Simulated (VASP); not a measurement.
Wanted: the native input for a VASP 6.6.1 run.

```yaml
Task: single point
Functional: PBE
Potentials_or_basis: VASP PAW PBE potentials, release 64 (Be, Ga_d)
Cutoff: 520 eV
k_mesh: 6 × 6 × 1
Occupations: fermi-dirac, width 0.1 eV
Spin: no spin polarisation
Dipole_correction: no
Further_INCAR_settings: ALGO = Fast; EDIFF = 1e-06; NBANDS = 30
```

The structure of Be12Ga lies in POSCAR:

```
Be12Ga
1.0
    4.5800000000      0.0000000000      0.0000000000
    2.2900000000      3.9663960000      0.0000000000
    0.0000000000      0.0000000000     14.5884300000
Be Ga
12 1
Direct
    0.0000000000      0.0000000000      0.0685474722
    0.5000000000      0.0000000000      0.0685474722
    0.0000000000      0.5000000000      0.0685474722
    0.5000000000      0.5000000000      0.0685474722
   -0.1623529617      0.3320172771      0.1942496897
    0.3323581065      0.3314951407      0.1937298256
   -0.1679796675      0.8339038765      0.1954261699
    0.3328499665      0.8357463551      0.1932031754
   -0.0003614422      0.0005342381      0.3199777495
    0.4999620184     -0.0000262203      0.3236904177
    0.0002297769      0.5009570401      0.3216200784
    0.5043362827      0.4974684827      0.3137650864
    0.3042369655      0.6358863311      0.4717545342
```

The cell was built by a generator and needn't be a form met in nature.

These files were run (other wordings do the same):

INCAR

```
  PREC = Accurate
  ENCUT = 520
  EDIFF = 1E-6
  ISMEAR = -1
  SIGMA = 0.1
  LREAL = F
  LASPH = T
  NELM = 60
  ALGO = Fast
  ISIF = 2
  LWAVE = F
  LCHARG = F
  GGA = PE
  NBANDS = 30
```

KPOINTS

```
regular mesh
0
Gamma
  6 6 1
```

Potentials or basis: VASP PAW PBE potentials, release 64 (Be, Ga_d).

The run is started by

```console
$ cat potpaw_PBE.64/Be/POTCAR potpaw_PBE.64/Ga_d/POTCAR > POTCAR
$ mpirun -np 1 vasp_std > vasp.out
```

Results of the run:

```
Largest force          : 0.125 eV/Å
Band gap on the k mesh : none (metal or under the smearing width)
```

Wall time 3.1 min on 1 thread of AMD EPYC 9R45 (Zen 5), with other jobs on the host, peak memory 0.37 GiB.
